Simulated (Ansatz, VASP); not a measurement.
## Cross-check of GeW (wurtzite type (invented)) between VASP and Ansatz

One calculation is typed for both programs; each brings its own data sets. How far apart do they land? The cell is generated by rule, not measured, and may not be a known phase. The cell is taken from a series of runs on this material, whose earlier steps may have relaxed, scaled, displaced or heated it; both programs get it as it stands.

Calculated with Ansatz 0.2.0; plane waves, with VASP 6.6.1 beside it; relaxation of cell and atoms at PBE.

## Step 1: The starting structure

Symmetry: P6_3mc, No. 186, hexagonal system. The conventional cell has a = 2.870 Å, b = 2.870 Å, c = 9.554 Å, α = 90.00°, β = 90.00°, γ = 120.00°. Nearest to W lie 4 Ge at 2.60 to 2.74 Å and 6 W at 2.87 Å. Nearest to Ge lie 4 W at 2.60 to 2.74 Å and 6 Ge at 2.87 Å. Farther neighbours are not listed.

## Step 2: Ansatz: relaxation of cell and atoms, PBE

Ansatz runs on its default PAW (the set named soft_2) files.

The relaxed volume is the usual yardstick between codes: in a stiff, nearly cubic crystal its relative difference is about their pressure difference at one cell divided by the bulk modulus.

Input file input.yaml:

```yaml
crystal:
  lattice:
    - [2.8698557547, 0.0, 0.0]
    - [-1.4349278774, 2.4853679888, 0.0]
    - [0.0, 0.0, 9.5540705749]
  atoms:
    - { symbol: W, position: [0.3333333333, 0.6666666667, 0.051502069] }
    - { symbol: W, position: [0.6666666667, 0.3333333333, 0.551502069] }
    - { symbol: Ge, position: [0.3333333333, 0.6666666667, 0.323497931] }
    - { symbol: Ge, position: [0.6666666667, 0.3333333333, 0.823497931] }
kpoints:
  mp_grid: { grid: [18, 18, 6] }
hamiltonian:
  xc: pbe
scf:
  occupations: { method: gaussian, width: 0.1 }
output:
  forces: true
  stress: true
  eigenvalues: true
relax:
  adjacent_minimum: "off"
  f_tol: 0.005
  max_steps: 80
  cell: { stress_tol: 0.05 }
```

On the command line:

```bash
ansatz run input.yaml --threads 2 --pin off --max-ram 5120MiB --backend cpu --events-out ev --progress --plain --runs-dir out
```

Numbers of over 12 decimals in the logs are rounded to 6 here.

The log of the run:

```text
Engine: ansatz 0.2.0, aarch64-unknown-linux-gnu
Pseudopotentials: kind: paw
Pseudopotential: W, paw, valence charge 14, recommended cutoff 420 eV (normal), W.paw.azcp
Pseudopotential: Ge, paw, valence charge 14, recommended cutoff 420 eV (normal), Ge.paw.azcp
Functional definition: PBE
  parameter kappa = 0.804
  parameter beta = 0.066725
  exchange = pbe_x(kappa = kappa, mu = beta*pi^2/3)
  correlation = pbe_c(beta = beta)
Crystal: 4 atoms, lattice volume = 68.146 Å³
Basis set: ecut = 420 eV, 1327 PW (Γ), exchange–correlation on 40×40×128 points (8 copies of the dense FFT grid, shifted against one another)
Bands: 34, of which v1, the nominal top of the filled ones, is band 28 counted from 1 (27 counted from 0)
Symmetry: 12 space group operations
Space group: P63mc (ITA 186), of the structure as read, at distance tolerance 4.1e-5 Å
k-points: 148 of 1944 (time reversal used)
Non-local potential: W, projectors of the file, l = 0: 3, l = 1: 2, l = 2: 2, l = 3: 1
Non-local potential: Ge, projectors of the file, l = 0: 2, l = 1: 2, l = 2: 3, l = 3: 1
PAW form: soft (Blöchl's): semilocal exchange-correlation on the pseudo side does not see the compensation charge
PAW one-centre angular grid: W, 590 points (default); XC on 64 Gauss nodes
PAW one-centre angular grid: Ge, 590 points (default); XC on 64 Gauss nodes
Initial density: superposition of atomic densities (neutral atoms: chi_scale 0, normalization atom), corrected by the library's trained network
Initial wavefunctions: pseudopotential atomic-orbital guess
Functional: x = pbe(κ = 0.804, μ = 0.219515), c = pbe(β = 0.066725)
SCF iter   1: F=—  HF=-29357.344000 eV  |F-HF|=—  |Δ(HF+E_count)|=         —  Δρ=5.73e-3  dr2=2.85e-2  ethr=1.77e-3  ⟨swp⟩=5.4  Hψ=21018  notcnv=0
preconditioner: auto → Kerker (q_TF=auto, 2.640 Å⁻¹)  [metal: Δε(μ)=0.024 eV  Ē_g=16.455 eV  σ=0.100 eV  W_gap=0.13  n_scr=26 (ndim 8)  ℏωp=28.4 eV  f_vac=0.000  D(μ)=2.50/eV (n_scr^D=12)]
SCF iter   2: F=—  HF=-29357.340928 eV  |F-HF|=—  |Δ(HF+E_count)|=   3.07e-3  Δρ=3.31e-3  dr2=1.08e-2  ethr=5.10e-5  ⟨swp⟩=1.0  Hψ=6230  notcnv=0
SCF iter   3: F=—  HF=-29357.339196 eV  |F-HF|=—  |Δ(HF+E_count)|=   1.73e-3  Δρ=6.01e-4  dr2=4.26e-4  ethr=1.92e-5  ⟨swp⟩=2.0  Hψ=6002  notcnv=0
SCF iter   4: F=—  HF=-29357.339011 eV  |F-HF|=—  |Δ(HF+E_count)|=   1.85e-4  Δρ=2.68e-4  dr2=8.18e-5  ethr=7.61e-7  ⟨swp⟩=2.0  Hψ=7761  notcnv=0
SCF iter   5: F=—  HF=-29357.338989 eV  |F-HF|=—  |Δ(HF+E_count)|=   2.17e-5  Δρ=8.23e-5  dr2=6.57e-6  ethr=1.46e-7  ⟨swp⟩=3.0  Hψ=8873  notcnv=0
SCF iter   6: F=—  HF=-29357.338988 eV  |F-HF|=—  |Δ(HF+E_count)|=   1.09e-6  Δρ=1.74e-5  dr2=2.85e-7  ethr=1.17e-8  ⟨swp⟩=2.0  Hψ=6337  notcnv=0
SCF iter   7: F=-29357.338988 eV  HF=-29357.338988 eV  |F-HF|=1.13e-9  |Δ(HF+E_count)|=   3.35e-8  Δρ=3.28e-6  dr2=7.45e-9  ethr=1.79e-10  ⟨swp⟩=7.2  Hψ=18131  notcnv=0
SCF 1 converged in 7 iterations: F = -29357.338988 eV  dr2 = 7.45e-9
  greatest PAW one-centre occupation: 1.000 electrons in one spin orbital (limit 2), on the W atom at site 1 (counted from 0), in its partial waves of l = 0
relax step   1: F+E_penalty+E_count = -29357.33898806 eV  Δ(F+E_penalty+E_count) = +0.000e0 eV  max|allowed force component| = 5.336e-2 eV/Å  Δτ_max = 0.0000 Å  P = -0.429 GPa  Ω = 68.146 Å³  (7 SCF iters, dr2 threshold 1.00e-7 eV, accepted)
[...]
relax step   3: F+E_penalty+E_count = -29357.34041528 eV  Δ(F+E_penalty+E_count) = -1.427e-3 eV  max|allowed force component| = 1.962e-4 eV/Å  Δτ_max = 0.0011 Å  P = -0.039 GPa  Ω = 67.995 Å³  energy of the carried Pulay correction = +4.645e-5 eV  (8 SCF iters, accepted)
[...]
relax step   4: F+E_penalty+E_count = -29357.34042241 eV  Δ(F+E_penalty+E_count) = -7.131e-6 eV  max|allowed force component| = 2.189e-4 eV/Å  Δτ_max = 0.0000 Å  P = +0.005 GPa  Ω = 67.979 Å³  energy of the carried Pulay correction = +5.163e-5 eV  (6 SCF iters, dr2 threshold 6.88e-9 eV, accepted)
[...]
relax step   5: F+E_penalty+E_count = -29357.34036743 eV  Δ(F+E_penalty+E_count) = +5.499e-5 eV  max|allowed force component| = 2.293e-4 eV/Å  Δτ_max = 0.0000 Å  P = +0.005 GPa  Ω = 67.979 Å³  stress off target by 5.50e-3 GPa  SCF on the basis re-selected at this cell (its energy is not comparable with the rows above)  (8 SCF iters)
basis re-selected at this cell: Δ(F+E_penalty+E_count) = +5.499e-5 eV, ΔP = -0.000 GPa vs the last step (what re-selecting the basis moved, of the pressure what is left beyond the Pulay correction that the steps carried, after the strain that the cell walked since its last selection, with what the two solves' SCF thresholds leave and, on support functions, any second-order correction that the steps lacked; it is no measure of the basis error at this ecutwfc). The dense FFT grid was sized anew with the basis: this SCF ran on 20×20×72 points, the steps before it on 20×20×64, so part of this shift can come from that change (see relax.cell in the input reference). [rest of the remark cut]
SCF converged after 8 iterations
Free energy (F): -29357.340367 eV
Harris-Foulkes:  -29357.340367 eV  (|F-HF|=7.28e-12)
Internal energy: -29357.327476 eV  (E = F + TS)
E sigma→0 (E₀):  -29357.333922 eV
Entropy (-TS):   -0.012892 eV (-3.223 meV/atom)
Fermi energy:    16.589557 eV
--- Per-component energies (eV) ---
  E_band       = -395.047101
  E_kinetic    = 1120.411517
  E_local      = -5514.573792  (includes V_loc(G=0)·N_el)
  E_nonlocal   = 837.405766
  E_hartree    = 2319.061357
  E_xc         = -684.350639
  E_vxc        = -605.967678  (∫ρ·V_xc dr)
  E_paw        = -21161.921707  (= ΣΔE_a)
  E_vpaw       = -870.446072  (= ΣTr[D̂ρ^β])
  E_aug_tail   = 0.000444  (compensation charges beyond the density's cutoff)
  E_ewald      = -6273.360421
  E_smearing   = -0.012892  (= −TS)
  E_closure    = -0.000000  (closes the sum)
  Σ components = -29357.340367   (vs F -29357.340367, Δ=0.00e0)
--- Forces (eV/Å), atoms counted from 1 ---
  atom   1  W      0.00000000    -0.00000000     0.00022926
  atom   2  W     -0.00000000     0.00000000     0.00022926
  atom   3  Ge    -0.00000000    -0.00000000    -0.00022924
  atom   4  Ge     0.00000000     0.00000000    -0.00022924
  max |Σ_I F_I| component: 5.57e-8 eV/Å
--- Stress (GPa, compression-positive) ---
        0.004258       0.000000       0.000000
        0.000000       0.004258      -0.000000
        0.000000      -0.000000       0.005501
  P = ⅓ Tr σ = 0.0047 GPa (0.047 kbar)
--- Band table (eV; the first three rows and the last of 148) ---
  k-point 0: bands = [... 24 lower, 16.2792, 16.2792, 16.2871, 16.2871, 18.7377, 18.7377, 18.7782, 18.9292, ... 2 higher]
  k-point 1: bands = [... 24 lower, 16.2797, 16.2797, 16.2866, 16.2866, 18.7500, 18.7500, 18.9158, 18.9158, ... 2 higher]
  k-point 2: bands = [... 24 lower, 16.2811, 16.2811, 16.2851, 16.2851, 18.7840, 18.7840, 18.8797, 18.8797, ... 2 higher]
  k-point 147: bands = [... 24 lower, 14.3746, 14.3746, 15.1755, 15.1755, 15.6572, 15.6572, 17.6564, 17.6564, ... 2 higher]
--- Relaxed structure (4 steps of the walk, 3 accepted, 1 SCFs on fresh bases) ---
  F+E_penalty+E_count = -29357.34036743 eV   max|allowed force component| = 2.293e-4 eV/Å   (the final SCF, on the basis selected at the relaxed cell)
  cell:  # Å, volume = 67.9787 Å³
    - [2.862924, 2.8797878400967643e-11, 0]
    - [-1.431462, 2.479365, 0]
    - [0, 0, 9.576843]
  atoms:
    - { symbol: W, position: [0.333333, 0.666667, 0.051385] }
    - { symbol: W, position: [0.666667, 0.333333, 0.551385] }
    - { symbol: Ge, position: [0.333333, 0.666667, 0.323615] }
    - { symbol: Ge, position: [0.666667, 0.333333, 0.823615] }
```

The column dr2 measures how far the density is from self-consistency, as an energy; F and HF (Harris–Foulkes) agree once it is small.

## Step 3: VASP: relaxation of cell and atoms, PBE

The same cell, functional, mesh and smearing now go to VASP, with its own data sets.

Lines of VASP's logs that name or quote its potential files are left out, and so is its time.

Input file INCAR:

```
SYSTEM = GeW
PREC = Accurate
ENCUT = 600
EDIFF = 1E-07
NELM = 120
ISMEAR = 0
SIGMA = 0.1
LREAL = .FALSE.
ALGO = Normal
GGA = PE
NBANDS = 26
LASPH = .TRUE.
LORBIT = 11
LWAVE = .FALSE.
LCHARG = .FALSE.
ISIF = 3
IBRION = 2
NSW = 80
EDIFFG = -0.005
GGA_COMPAT = .FALSE.
NELMIN = 4
KPAR = 2
```

Input file POSCAR:

```
GeW
1.0
    2.8698560000      0.0000000000      0.0000000000
   -1.4349280000      2.4853680000      0.0000000000
    0.0000000000      0.0000000000      9.5540710000
W Ge
2 2
Direct
    0.3333333333      0.6666666667      0.0515020246
    0.6666666667      0.3333333333      0.5515020770
    0.3333333333      0.6666666667      0.3234979099
    0.6666666667      0.3333333333      0.8234978576
```

Input file KPOINTS:

```
Automatic mesh
0
Gamma
18 18 6
0 0 0
```

Potentials, in the order of the species: W and Ge_d (PBE family, release 64).

On the command line:

```bash
mpirun -np 2 vasp_std
```

The log of the run:

```text
[banner, memory and clock lines left out]
running    2 mpi-ranks, on    1 nodes
 distrk:  each k-point on    1 cores,    2 groups
 distr:  one band on    1 cores,    1 groups

 POSCAR found type information on POSCAR W Ge
 POSCAR found :  2 types and       4 ions
 LDA part: xc-table for (Slater+PW92), standard interpolation
 POSCAR, INCAR and KPOINTS ok, starting setup
 FFT: planning ... GRIDC
 FFT: planning ... GRID_SOFT
 FFT: planning ... GRID
 WAVECAR not read
 entering main loop
       N       E                     dE             d eps       ncg     rms          rms(c)
DAV:   1     0.321310480632E+03    0.32131E+03   -0.21164E+04  9024   0.404E+03
DAV:   2     0.221494851816E+02   -0.29916E+03   -0.29254E+03  7744   0.762E+02
DAV:   3    -0.313736027194E+02   -0.53523E+02   -0.52128E+02  9238   0.187E+02
DAV:   4    -0.342158808615E+02   -0.28423E+01   -0.27715E+01  9444   0.469E+01
DAV:   5    -0.342831719566E+02   -0.67291E-01   -0.67043E-01 10112   0.780E+00    0.240E+01
DAV:   6    -0.331038312953E+02    0.11793E+01   -0.29591E+00 11286   0.746E+00    0.103E+01
DAV:   7    -0.327861678743E+02    0.31766E+00   -0.10041E+00  9682   0.818E+00    0.310E+00
DAV:   8    -0.327561138086E+02    0.30054E-01   -0.19440E-01  9784   0.296E+00    0.378E-01
DAV:   9    -0.327545771073E+02    0.15367E-02   -0.11714E-02 10024   0.117E+00    0.240E-01
DAV:  10    -0.327542561482E+02    0.32096E-03   -0.12961E-03  9042   0.240E-01    0.576E-02
DAV:  11    -0.327542358273E+02    0.20321E-04   -0.20364E-04  9528   0.104E-01    0.199E-02
DAV:  12    -0.327542374831E+02   -0.16558E-05   -0.16742E-05  9604   0.365E-02    0.781E-03
DAV:  13    -0.327542381074E+02   -0.62438E-06   -0.30019E-06 11330   0.228E-02    0.267E-03
DAV:  14    -0.327542380108E+02    0.96613E-07   -0.89366E-08  5214   0.226E-03
   1 F= -.32754238E+02 E0= -.32747725E+02  d E =-.327542E+02
[...]
2 F= -.32748166E+02 E0= -.32741769E+02  d E =0.607233E-02
[...]
3 F= -.32758179E+02 E0= -.32751726E+02  d E =-.394062E-02
[...]
4 F= -.32758351E+02 E0= -.32751914E+02  d E =-.172618E-03
[...]
5 F= -.32758418E+02 E0= -.32751976E+02  d E =-.239257E-03
[...]
6 F= -.32758418E+02 E0= -.32751976E+02  d E =-.239152E-03
[...]
7 F= -.32758424E+02 E0= -.32751989E+02  d E =-.651209E-05
 trial-energy change:   -0.000007  1 .order   -0.000003   -0.000015    0.000008
 step:   0.6420(harm=  0.5191)  dis= 0.00029  next Energy=   -32.758425 (dE=-0.739E-05)
 bond charge predicted
       N       E                     dE             d eps       ncg     rms          rms(c)
DAV:   1    -0.327584246990E+02   -0.32329E-06   -0.10247E-04  8776   0.782E-02    0.506E-03
DAV:   2    -0.327584244504E+02    0.24865E-06   -0.23616E-06 10176   0.167E-02    0.270E-03
DAV:   3    -0.327584242922E+02    0.15819E-06   -0.32711E-07  6268   0.849E-03    0.530E-04
DAV:   4    -0.327584242765E+02    0.15650E-07   -0.58883E-08  4074   0.278E-03
   8 F= -.32758424E+02 E0= -.32751987E+02  d E =-.649122E-05
 curvature:  -0.22 expect dE=-0.350E-06 dE for cont linesearch -0.224E-06
 trial: gam=-0.18016 g(F)=  0.816E-06 g(S)=  0.741E-06 ort = 0.431E-05 (trialstep = 0.783E+00)
 search vector abs. value=  0.609E-06
 reached required accuracy - stopping structural energy minimisation
```

Parts of OUTCAR (step 3):

```text
ion  position               nearest neighbor table
   1  0.333  0.667  0.052-   3 2.60   4 2.74   4 2.74   4 2.74
   2  0.667  0.333  0.552-   4 2.60   3 2.74   3 2.74   3 2.74
   3  0.333  0.667  0.323-   1 2.60   2 2.74   2 2.74   2 2.74
   4  0.667  0.333  0.823-   2 2.60   1 2.74   1 2.74   1 2.74

  LATTYP: Found a hexagonal cell.
 ALAT       =     2.8698560000
 C/A-ratio  =     3.3291116349

 Subroutine GETGRP returns: Found 12 space group operations
 (whereof  6 operations were pure point group operations)

The static configuration has the point symmetry C_3v.
 The point group associated with its full space group is C_6v.

 Found    148 irreducible k-points:

   k-points           NKPTS =    148   k-points in BZ     NKDIM =    148   number of bands    NBANDS=     26

   dimension x,y,z NGX =    24 NGY =   24 NGZ =   80
   dimension x,y,z NGXF=    48 NGYF=   48 NGZF=  160

   ENCUT  =  600.0 eV  44.10 Ry    6.64 a.u.   5.73  5.73 19.08*2*pi/ulx,y,z

   NELECT =      40.0000    total number of electrons

 k-points in reciprocal lattice and weights: Automatic mesh
   0.00000000  0.00000000  0.00000000       0.001
   0.05555556  0.00000000  0.00000000       0.003
   0.11111111  0.00000000  0.00000000       0.003
   0.16666667  0.00000000  0.00000000       0.003
   0.22222222 -0.00000000  0.00000000       0.003
   0.27777778  0.00000000  0.00000000       0.003
   0.33333333  0.00000000  0.00000000       0.003
   0.38888889  0.00000000  0.00000000       0.003
   0.44444444 -0.00000000  0.00000000       0.003
[...]
0.33333333  0.27777778  0.50000000       0.006
   0.33333333  0.33333333  0.50000000       0.001

 average (electrostatic) potential at core
       1 -38.3043       2 -38.3043       3 -71.8874       4 -71.8874

 E-fermi :   7.3434

 k-point     1 :       0.0000    0.0000    0.0000
  band No.  band energies     occupation
    ...
     16       3.8809      2.00000
     17       7.0275      1.99999
     18       7.0275      1.99999
     19       7.0353      1.99999
     20       7.0353      1.99999
     21       9.4816      0.00000
     22       9.4816      0.00000
     23       9.5226      0.00000
     24       9.6710      0.00000
     25       9.6710      0.00000
    ...

 k-point     2 :       0.0556    0.0000    0.0000
  band No.  band energies     occupation
    ...
     16       3.9527      2.00000
     17       6.9081      2.00000
     18       6.9193      2.00000
     19       7.1313      1.99730
     20       7.1427      1.99546
     21       9.3432      0.00000
     22       9.4200      0.00000
     23       9.4213      0.00000
     24       9.5623      0.00000
     25       9.6323      0.00000
    ...

 k-point     3 :       0.1111    0.0000    0.0000
  band No.  band energies     occupation
    ...
     14       2.1029      2.00000
     15       3.8871      2.00000
     16       4.1575      2.00000
     17       6.5881      2.00000
     18       6.6232      2.00000
     19       7.4395      0.17404
     20       7.4585      0.10368
     21       8.6895      0.00000
     22       9.2049      0.00000
     23       9.2514      0.00000
    ...

  Total       -0.0021801     -0.0021801     -0.0072045      0.0000000      0.0000000      0.0000000
  in kB       -0.0517018     -0.0517018     -0.1708560      0.0000000      0.0000000      0.0000000
  external PRESSURE =      -0.0914199 kB  Pullay stress =       0.0000000 kB

  energy-cutoff  :      600.00
  volume of cell :       67.56
      direct lattice vectors                 reciprocal lattice vectors
     2.856298074 -0.000000000  0.000000000     0.350103517  0.202132376 -0.000000000
    -1.428149037  2.473626494 -0.000000000    -0.000000000  0.404264751  0.000000000
     0.000000000 -0.000000000  9.561974898    -0.000000000  0.000000000  0.104580906

 POSITION                                       TOTAL-FORCE (eV/Angst)
 -----------------------------------------------------------------------------------
     -0.00000      1.64908      0.49184         0.000000     -0.000000      0.002057
      1.42815      0.82454      5.27283         0.000000     -0.000000      0.002057
     -0.00000      1.64908      3.09390        -0.000000      0.000000     -0.002057
      1.42815      0.82454      7.87488        -0.000000      0.000000     -0.002057
 -----------------------------------------------------------------------------------
    total drift:                                0.000000      0.000000      0.000928

  FREE ENERGIE OF THE ION-ELECTRON SYSTEM (eV)
  ---------------------------------------------------
  free  energy   TOTEN  =       -32.7584242765 eV

  energy  without entropy=      -32.7455504643  energy(sigma->0) =      -32.75198737

 reached required accuracy - stopping structural energy minimisation

 total charge
# of ion       s       p       d       tot
------------------------------------------
    1        0.627   0.578   4.065   5.270
    2        0.627   0.578   4.065   5.270
    3        1.192   1.132  10.071  12.395
    4        1.192   1.132  10.071  12.395
--------------------------------------------------
tot          3.640   3.420  28.271  35.331

[... 3 further parts left out ...]
```

CONTCAR:

```
GeW
   1.00000000000000
     2.8562980737936705   -0.0000000000000000    0.0000000000000000
    -1.4281490368968353    2.4736264943322666   -0.0000000000000000
     0.0000000000000000   -0.0000000000000000    9.5619748983010311
  W               Ge
     2     2
Direct
     0.3333333332999970    0.6666666667000030    0.0514375820480649
     0.6666666667000030    0.3333333332999970    0.5514376344480693
     0.3333333332999970    0.6666666667000030    0.3235623524519314
     0.6666666667000030    0.3333333332999970    0.8235623001519360
```

The data set W keeps the semicore shell frozen, which is cheaper and a little less accurate. The run keeps the 12 symmetry operations of its start, so it cannot find a distortion of lower symmetry.

## Step 4: Differences

Known differences besides the potentials themselves: the data sets hold 56 valence electrons in Ansatz (on its default PAW (the set named soft_2) files) and 40 in VASP; the cutoff is 420 eV in Ansatz and 600 eV in VASP; Ansatz adds a Pulay correction to the stress that steers its cell, VASP none. Total energies have different zeros and are not compared.

The two programs side by side:

| quantity | Ansatz | VASP | difference |
| --- | --- | --- | --- |
| volume (Å³) | 67.98 | 67.56 | +0.62 % |
| edge a after relaxation, in the typed setting (Å) | 2.863 | 2.856 | +0.23 % |
| edge c after relaxation, in the typed setting (Å) | 9.577 | 9.562 | +0.15 % |

## Step 5: Results

```json
{"difference in volume (relaxation of cell and atoms, PBE)": "0.62 %"}
```

**Reading.** The difference in volume is 0.62 % (relaxation of cell and atoms, PBE), within the 1.2 % picked in this series as the mark of a large difference, as far as the stopping tolerances let one tell. The data sets hold unlike numbers of valence electrons (56 in Ansatz and 40 in VASP), so part of the differences comes from the potentials. How closely two codes agree says nothing of how well the functional describes the real material.

[Lines on the potential files, build, host, timing and source positions are cut from VASP's logs without a mark.]

[Logs are printed without paths, hosts, clocks, repeated set-up lines and the standing remarks that a program may print on its own settings, such as how far it seeks lower states.]

[Hosts, paths, dates, database ids (printed as entryN), source tags and the programs' standing remarks are cut or masked in the printed files.]
